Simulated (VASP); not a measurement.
# A VASP study of AlNi (PBE + D3(BJ)): structure first, properties next

Wanted: the relaxed cell of AlNi and its properties. The steps: magnetic start: ferromagnetic, magnetic start: antiferromagnetic, q = (0, 0, 1/2), magnetic start: antiferromagnetic, q = (1/2, 1/2, 1/2), magnetic start: antiferromagnetic, q = (1/2, 1/2, 0), the orders side by side, relaxing cell and atoms (PBE + D3(BJ)), second relaxation, single point with fields (PBE + D3(BJ)), band structure (PBE + D3(BJ)), density of states (PBE + D3(BJ)), vibrations at Γ (PBE + D3(BJ)) and field gradients at the nuclei (PBE + D3(BJ)). The start is a cell from a database of measured crystal structures.

Method: PBE with D3(BJ), spin-polarised from a ferromagnetic start (one magnetic atom a cell); plane waves and PAW (Al, Ni), in the first sound run; inputs show where later runs differ, in VASP 6.6.1.

The database entry behind the starting cell differs from later determinations by our own check (about 0.2 % short), so it need not match the best structure at ambient conditions.

### Step 1. The structure

The structure is cubic, space group Pm-3m (No. 221). Conventional cell: a = 2.881 Å, b = 2.881 Å, c = 2.881 Å, α = 90.00°, β = 90.00°, γ = 90.00°. Al has 8 Ni at 2.50 Å nearest. Nearest to Ni lie 8 Al at 2.50 Å. Farther neighbours are not listed.

Coordinates:

```xyz
2
Lattice="2.8810 0.0000 0.0000 0.0000 2.8810 0.0000 0.0000 0.0000 2.8810" Properties=species:S:1:pos:R:3 pbc="T T T"
Al    0.0000    0.0000    0.0000
Ni    1.4405    1.4405    1.4405
```

### Step 2. Magnetic start: ferromagnetic

The properties of a magnet depend on its order, so a few collinear patterns are compared first on the cell as listed, beginning with all moments parallel. PBE, the usual starting point, adds the gradient of the density. A dispersion term adds the long-range attraction that semilocal functionals lack. D3 with Becke-Johnson damping keeps a finite attraction at short range.

INCAR reads:

```
SYSTEM = AlNi
PREC = Accurate
ENCUT = 400
EDIFF = 1E-06
NELM = 100
ISMEAR = 1
SIGMA = 0.2
LREAL = .FALSE.
ALGO = Normal
GGA = PE
IVDW = 12
NBANDS = 14
ISPIN = 2
MAGMOM = 0 1
LASPH = .TRUE.
LMAXMIX = 4
LORBIT = 11
LWAVE = .FALSE.
LCHARG = .FALSE.
KPAR = 4
ISIF = 2
```

POSCAR reads:

```
AlNi
1.0
    2.8810000000      0.0000000000      0.0000000000
    0.0000000000      2.8810000000      0.0000000000
    0.0000000000      0.0000000000      2.8810000000
Al Ni
1 1
Direct
    0.0000000000      0.0000000000      0.0000000000
    0.5000000000      0.5000000000      0.5000000000
```

KPOINTS reads:

```
Automatic mesh
0
Gamma
8 8 8
0 0 0
```

Potentials, in the order of the species: Al and Ni (PBE family, release 64).

Run with:

```
> mpirun -np 4 vasp_std
```

Log:

```text
[banner, memory and clock lines left out]
running    4 mpi-ranks, on    1 nodes
 distrk:  each k-point on    1 cores,    4 groups
 distr:  one band on    1 cores,    1 groups

 POSCAR found type information on POSCAR AlNi
 POSCAR found :  2 types and       2 ions
 LDA part: xc-table for (Slater+PW92), standard interpolation
 POSCAR, INCAR and KPOINTS ok, starting setup
 FFT: planning ... GRIDC
 FFT: planning ... GRID_SOFT
 FFT: planning ... GRID
 WAVECAR not read
 entering main loop
       N       E                     dE             d eps       ncg     rms          rms(c)
DAV:   1     0.334189194524E+02    0.33419E+02   -0.47545E+03  2024   0.818E+02
DAV:   2    -0.106001181689E+02   -0.44019E+02   -0.39308E+02  2116   0.156E+02
DAV:   3    -0.118946972462E+02   -0.12946E+01   -0.12820E+01  2494   0.307E+01
DAV:   4    -0.119114008044E+02   -0.16704E-01   -0.16700E-01  2374   0.321E+00
DAV:   5    -0.119118757847E+02   -0.47498E-03   -0.47498E-03  2502   0.578E-01    0.125E+01
DAV:   6    -0.140655294192E+02   -0.21537E+01   -0.45956E+01  2242   0.964E+01    0.168E+01
DAV:   7    -0.105549408326E+02    0.35106E+01   -0.13951E+01  2266   0.574E+01    0.132E+00
DAV:   8    -0.105441862347E+02    0.10755E-01   -0.34864E-01  2432   0.631E+00    0.104E+00
DAV:   9    -0.105324676622E+02    0.11719E-01   -0.43634E-02  2510   0.234E+00    0.424E-01
DAV:  10    -0.105325228873E+02   -0.55225E-04   -0.56823E-04  2286   0.235E-01    0.155E-01
DAV:  11    -0.105325120059E+02    0.10881E-04   -0.38803E-04  2480   0.211E-01    0.572E-02
DAV:  12    -0.105325164020E+02   -0.43961E-05   -0.37662E-05  2716   0.567E-02    0.209E-02
DAV:  13    -0.105325157644E+02    0.63769E-06   -0.14210E-06  1582   0.134E-02
   1 F= -.11418355E+02 E0= -.11417565E+02  d E =-.237174E-02  mag=     0.0010
```

The job ended after 3.6 s (4 MPI ranks of Intel Xeon 6975P-C (Granite Rapids), shared host; peak memory 0.54 GiB; 12 s of CPU time).

Lines that name or quote the potential files are left out of all logs, and their timing lines are given in words.

OUTCAR, selected parts (step 2):

```text
ion  position               nearest neighbor table
   1  0.000  0.000  0.000-   2 2.50   2 2.50   2 2.50   2 2.50   2 2.50   2 2.50   2 2.50   2 2.50

  LATTYP: Found a simple cubic cell.
 ALAT       =     2.8810000000

 Subroutine GETGRP returns: Found 48 space group operations
 (whereof 48 operations were pure point group operations)

The static configuration has the point symmetry O_h .

 Found     35 irreducible k-points:

   k-points           NKPTS =     35   k-points in BZ     NKDIM =     35   number of bands    NBANDS=     14

   dimension x,y,z NGX =    20 NGY =   20 NGZ =   20
   dimension x,y,z NGXF=    40 NGYF=   40 NGZF=   40

   ENCUT  =  400.0 eV  29.40 Ry    5.42 a.u.   4.70  4.70  4.70*2*pi/ulx,y,z

   NELECT =      13.0000    total number of electrons

 k-points in reciprocal lattice and weights: Automatic mesh
   0.00000000  0.00000000  0.00000000       0.002
   0.12500000  0.00000000  0.00000000       0.012
   0.25000000  0.00000000  0.00000000       0.012
   0.37500000  0.00000000  0.00000000       0.012
   0.50000000  0.00000000  0.00000000       0.006
   0.12500000  0.12500000  0.00000000       0.023
   0.25000000  0.12500000  0.00000000       0.047
   0.37500000  0.12500000  0.00000000       0.047
   0.50000000  0.12500000  0.00000000       0.023
[...]
0.50000000  0.50000000  0.37500000       0.012
   0.50000000  0.50000000  0.50000000       0.002

 average (electrostatic) potential at core
       1 -70.0801       2 -81.5025

 E-fermi :   9.9396

 spin component 1
 k-point     1 :       0.0000    0.0000    0.0000
  band No.  band energies     occupation
    ...
      2       6.7986      1.00000
      3       6.7986      1.00000
      4       8.4831      1.00000
      5       8.4831      1.00000
      6       8.4831      1.00000
      7      15.5268      0.00000
      8      15.5268      0.00000
      9      15.5268      0.00000
     10      18.1534      0.00000
     11      18.1534      0.00000
    ...

 k-point     2 :       0.1250    0.0000    0.0000
  band No.  band energies     occupation
    ...
      2       6.7646      1.00000
      3       6.8644      1.00000
      4       8.3648      1.00000
      5       8.3648      1.00000
      6       8.4960      1.00000
      7      13.3509     -0.00000
      8      15.9012      0.00000
      9      15.9012      0.00000
     10      18.1709      0.00000
     11      20.0042      0.00000
    ...

 k-point     3 :       0.2500    0.0000    0.0000
  band No.  band energies     occupation
    ...
      2       6.4058      1.00000
      3       7.0283      1.00000
      4       8.1040      1.00000
      5       8.1040      1.00000
      6       8.5271      1.00000
      7      10.8495     -0.00000
      8      16.9356      0.00000
      9      16.9356      0.00000
     10      18.2193      0.00000
     11      21.6854      0.00000
    ...

 k-point     4 :       0.3750    0.0000    0.0000
  band No.  band energies     occupation
    ...
      3       7.2001      1.00000
      4       7.8708      1.00000
      5       7.8708      1.00000
      6       8.5584      1.00000
      7       9.6184      1.02278
      8      18.2804      0.00000
      9      18.4681      0.00000
     10      18.4681      0.00000
     11      22.8718      0.00000
     12      22.8718      0.00000
    ...

 k-point     5 :       0.5000    0.0000    0.0000
  band No.  band energies     occupation
    ...
      3       7.2739      1.00000
      4       7.7809      1.00000
      5       7.7809      1.00000
      6       8.5717      1.00000
      7       9.3801      1.00028
      8      18.3111      0.00000
      9      20.0487      0.00000
     10      20.0487      0.00000
     11      20.9123      0.00000
     12      20.9123      0.00000
    ...

 k-point     6 :       0.1250    0.1250    0.0000
  band No.  band energies     occupation
    ...
      2       6.8123      1.00000
      3       6.8688      1.00000
      4       8.2265      1.00000
      5       8.3549      1.00000
      6       8.4065      1.00000
      7      13.3296     -0.00000
      8      14.0298      0.00000
      9      16.2682      0.00000
     10      19.1011      0.00000
     11      21.2823      0.00000
    ...

 Edisp (eV)   -0.88584

  Total      -0.61743    -0.61743    -0.61743     0.00000    -0.00000     0.00000
  in kB     -41.36840   -41.36840   -41.36840     0.00000    -0.00000     0.00000
  external pressure =      -41.37 kB  Pullay stress =        0.00 kB

  energy-cutoff  :      400.00
  volume of cell :       23.91
      direct lattice vectors                 reciprocal lattice vectors
     2.881000000  0.000000000  0.000000000     0.347101701  0.000000000  0.000000000
     0.000000000  2.881000000  0.000000000     0.000000000  0.347101701  0.000000000
     0.000000000  0.000000000  2.881000000     0.000000000  0.000000000  0.347101701

 POSITION                                       TOTAL-FORCE (eV/Angst)
 -----------------------------------------------------------------------------------
      0.00000      0.00000      0.00000         0.000000      0.000000      0.000000
      1.44050      1.44050      1.44050         0.000000      0.000000      0.000000
 -----------------------------------------------------------------------------------
    total drift:                               -0.000000      0.000000     -0.000000

  FREE ENERGIE OF THE ION-ELECTRON SYSTEM (eV)
  ---------------------------------------------------
  free  energy   TOTEN  =       -11.4183553015 eV

  energy  without entropy=      -11.4159835643  energy(sigma->0) =      -11.41756472

 total charge
# of ion       s       p       d       tot
------------------------------------------
    1        0.384   0.416   0.000   0.800
    2        0.474   0.515   8.472   9.461
--------------------------------------------------
tot          0.858   0.931   8.472  10.261

 magnetization (x)
# of ion       s       p       d       tot
------------------------------------------
    1       -0.000   0.000   0.000   0.000
    2        0.000   0.000   0.001   0.001
--------------------------------------------------
tot          0.000   0.000   0.001   0.001

[... 6 further parts left out ...]
```

The k-mesh is coarse for a metal. At this level the cell is under a tension of 4.1 GPa, so at these settings it is away from equilibrium. Dispersion corrections of this kind ignore metallic screening and tend to overbind metals.

This step gave:

```yaml
scf_cycles: 13
electrons: 13
bands: 14
irreducible_k_points: 35
symmetry_operations: 48
free_energy_toten: -11.42 eV
energy_at_zero_smearing: -11.42 eV
fermi_energy: 9.940 eV
pressure: -4.137 GPa
moment_of_the_cell_from_the_last_line_of_the_log: 0 μB
metallic_judged_on_the_points_sampled: yes
```

Spin moment in the PAW sphere by atom:

```tsv
atom	spin moment in the PAW sphere (μB)
Al1	0.0000
Ni2	0.0010
```

The moments fall under 0.1 μB, and the mesh shows no gap.

### Step 3. Magnetic start: antiferromagnetic, q = (0, 0, 1/2)

This step: PBE with D3(BJ), spin-polarised from an antiferromagnetic start; plane waves and PAW (Al, Ni) (VASP 6.6.1).

System of this step: AlNi. Symmetry: Pm-3m, No. 221, cubic system. Conventional cell: a = 2.881 Å, b = 2.881 Å, c = 2.881 Å, α = 90.00°, β = 90.00°, γ = 90.00°. Al has 8 Ni at 2.50 Å nearest. Ni has 8 Al at 2.50 Å nearest. Farther neighbours are not listed.

Next, a pattern with opposite moments, which needs a doubled cell; q is given in the reciprocal vectors of the primitive cell.

Changes to INCAR since step 2:

```diff
@@ -11,5 +11,5 @@
 IVDW = 12
-NBANDS = 14
+NBANDS = 21
 ISPIN = 2
-MAGMOM = 0 1
+MAGMOM = 0 0 1 -1
 LASPH = .TRUE.
```

POSCAR reads:

```
AlNi
1.0
    2.8810000000      0.0000000000      0.0000000000
    0.0000000000      2.8810000000      0.0000000000
    0.0000000000      0.0000000000      5.7620000000
Al Ni
2 2
Direct
    0.0000000000      0.0000000000      0.0000000000
    0.0000000000      0.0000000000      0.5000000000
    0.5000000000      0.5000000000      0.2500000000
    0.5000000000      0.5000000000      0.7500000000
```

KPOINTS reads:

```
Automatic mesh
0
Gamma
8 8 4
0 0 0
```

Run with:

```
> mpirun -np 4 vasp_std
```

Log:

```text
[banner, memory and clock lines left out]
running    4 mpi-ranks, on    1 nodes
 distrk:  each k-point on    1 cores,    4 groups
 distr:  one band on    1 cores,    1 groups

 POSCAR found type information on POSCAR AlNi
 POSCAR found :  2 types and       4 ions
 LDA part: xc-table for (Slater+PW92), standard interpolation
 POSCAR, INCAR and KPOINTS ok, starting setup
 FFT: planning ... GRIDC
 FFT: planning ... GRID_SOFT
 FFT: planning ... GRID
 WAVECAR not read
 entering main loop
       N       E                     dE             d eps       ncg     rms          rms(c)
DAV:   1     0.112144086561E+03    0.11214E+03   -0.93756E+03  3788   0.113E+03
DAV:   2    -0.186289364594E+02   -0.13077E+03   -0.12368E+03  3830   0.242E+02
DAV:   3    -0.237110386570E+02   -0.50821E+01   -0.49826E+01  4456   0.601E+01
DAV:   4    -0.238097559304E+02   -0.98717E-01   -0.98636E-01  4428   0.760E+00
DAV:   5    -0.238131448184E+02   -0.33889E-02   -0.33887E-02  4517   0.145E+00    0.177E+01
DAV:   6    -0.280208022196E+02   -0.42077E+01   -0.51300E+01  4203   0.130E+02    0.241E+01
DAV:   7    -0.210983408436E+02    0.69225E+01   -0.18628E+01  4190   0.784E+01    0.274E+00
DAV:   8    -0.210882441320E+02    0.10097E-01   -0.10581E+00  5313   0.125E+01    0.171E+00
DAV:   9    -0.210634046324E+02    0.24839E-01   -0.12189E-01  5374   0.499E+00    0.677E-01
DAV:  10    -0.210650678972E+02   -0.16633E-02   -0.73354E-03  4361   0.107E+00    0.362E-01
DAV:  11    -0.210649045409E+02    0.16336E-03   -0.62869E-03  5515   0.137E+00    0.162E-01
DAV:  12    -0.210650546103E+02   -0.15007E-03   -0.10563E-03  4910   0.565E-01    0.763E-02
DAV:  13    -0.210650615790E+02   -0.69687E-05   -0.43946E-05  4947   0.743E-02    0.434E-02
DAV:  14    -0.210650541484E+02    0.74307E-05   -0.14662E-05  5290   0.658E-02    0.203E-02
DAV:  15    -0.210650537717E+02    0.37664E-06   -0.45585E-06  3455   0.355E-02
   1 F= -.22836733E+02 E0= -.22835151E+02  d E =-.474673E-02  mag=    -0.0000
```

Wall time 10 s (4 MPI ranks); peak memory 0.72 GiB; 39 s of CPU time.

OUTCAR, selected parts (step 3):

```text
  LATTYP: Found a simple tetragonal cell.
 ALAT       =     2.8810000000
 C/A-ratio  =     2.0000000000

 Subroutine GETGRP returns: Found 16 space group operations
 (whereof 16 operations were pure point group operations)

The static configuration has the point symmetry D_4h.

 Found     45 irreducible k-points:

   k-points           NKPTS =     45   k-points in BZ     NKDIM =     45   number of bands    NBANDS=     21

   dimension x,y,z NGX =    20 NGY =   20 NGZ =   40
   dimension x,y,z NGXF=    40 NGYF=   40 NGZF=   80

   ENCUT  =  400.0 eV  29.40 Ry    5.42 a.u.   4.70  4.70  9.40*2*pi/ulx,y,z

   NELECT =      26.0000    total number of electrons

 E-fermi :   9.9400

 spin component 1
 k-point     1 :       0.0000    0.0000    0.0000
  band No.  band energies     occupation
    ...
      9       8.4840      1.00000
     10       8.4840      1.00000
     11       8.4840      1.00000
     12       8.5726      1.00000
     13       9.3813      1.00028
     14      15.5266      0.00000
     15      15.5266      0.00000
     16      15.5267      0.00000
     17      18.1536      0.00000
     18      18.1536      0.00000
    ...

 k-point     2 :       0.1250    0.0000    0.0000
  band No.  band energies     occupation
    ...
      9       8.3657      1.00000
     10       8.3657      1.00000
     11       8.4728      1.00000
     12       8.4969      1.00000
     13       9.3749      1.00024
     14      13.3510     -0.00000
     15      15.9010      0.00000
     16      15.9010      0.00000
     17      16.9609      0.00000
     18      17.9414      0.00000
    ...

 k-point     3 :       0.2500    0.0000    0.0000
  band No.  band energies     occupation
    ...
      9       8.1048      1.00000
     10       8.1049      1.00000
     11       8.2462      1.00000
     12       8.5280      1.00000
     13       9.3382      1.00009
     14      10.8500     -0.00000
     15      14.8003      0.00000
     16      14.8894      0.00000
     17      16.9355      0.00000
     18      16.9355      0.00000
    ...

 k-point     4 :       0.3750    0.0000    0.0000
  band No.  band energies     occupation
    ...
     10       7.9273      1.00000
     11       8.0359      1.00000
     12       8.5593      1.00000
     13       9.1985      1.00000
     14       9.6194      1.02293
     15      12.4692     -0.00000
     16      13.1320     -0.00000
     17      18.2801      0.00000
     18      18.4681      0.00000
     19      18.4681      0.00000
    ...

 Edisp (eV)   -1.77168

  Total      -1.26491    -1.26491    -1.26509     0.00000    -0.00000     0.00000
  in kB     -42.37501   -42.37501   -42.38122     0.00000    -0.00000     0.00000
  external pressure =      -42.38 kB  Pullay stress =        0.00 kB

  energy-cutoff  :      400.00
  volume of cell :       47.83
      direct lattice vectors                 reciprocal lattice vectors
     2.881000000  0.000000000  0.000000000     0.347101701  0.000000000  0.000000000
     0.000000000  2.881000000  0.000000000     0.000000000  0.347101701  0.000000000
     0.000000000  0.000000000  5.762000000     0.000000000  0.000000000  0.173550850

 POSITION                                       TOTAL-FORCE (eV/Angst)
 -----------------------------------------------------------------------------------
      0.00000      0.00000      0.00000         0.000000      0.000000      0.000000
      0.00000      0.00000      2.88100         0.000000     -0.000000      0.000000
      1.44050      1.44050      1.44050         0.000000     -0.000000      0.000000
      1.44050      1.44050      4.32150         0.000000     -0.000000      0.000000
 -----------------------------------------------------------------------------------
    total drift:                               -0.000000     -0.000000      0.000000

  FREE ENERGIE OF THE ION-ELECTRON SYSTEM (eV)
  ---------------------------------------------------
  free  energy   TOTEN  =       -22.8367328460 eV

  energy  without entropy=      -22.8319861153  energy(sigma->0) =      -22.83515060

 total charge
# of ion       s       p       d       tot
------------------------------------------
    1        0.384   0.416   0.000   0.800
    2        0.384   0.416   0.000   0.800
    3        0.474   0.515   8.472   9.461
    4        0.474   0.515   8.472   9.461
--------------------------------------------------
tot          1.717   1.862  16.943  20.522

 magnetization (x)
# of ion       s       p       d       tot
------------------------------------------
    1        0.000   0.000   0.000   0.000
    2        0.000   0.000   0.000   0.000
    3        0.000   0.000   0.000   0.000
    4       -0.000  -0.000  -0.000  -0.000
--------------------------------------------------
tot          0.000   0.000   0.000   0.000

[... 6 further parts left out ...]
```

At this level the cell is under a tension of 4.2 GPa, so at these settings it is away from equilibrium.

This step gave:

```
SCF cycles              : 15
electrons               : 26
bands                   : 21
irreducible k-points    : 45
symmetry operations     : 16
free energy (TOTEN)     : -22.84 eV
energy at zero smearing : -22.84 eV
Fermi energy            : 9.94 eV
pressure                : -4.238 GPa
```

The spin moment in the PAW sphere vanishes on all atoms.

The energy lies -0.0 meV an atom from the first pattern, and both runs end without moments, so a difference comes from cell, mesh or thresholds alone. The moments fall under 0.1 μB, and the mesh shows no gap.

(Continued in part 2 of 6.)

[Lines on the potential files, build, host, timing and source positions are cut from VASP's logs without a mark.]

[Logs are printed without paths, hosts, clocks, repeated set-up lines and the standing remarks that a program may print on its own settings, such as how far it seeks lower states.]

[Hosts, paths, dates, database ids (printed as entryN), source tags and the programs' standing remarks are cut or masked in the printed files.]

[A measured line is paired with the nearest computed mode of its activity, which favours agreement.]

[In band tables of VASP the shares of atoms and orbitals are scaled to a sum of 1 inside the atoms' spheres.]
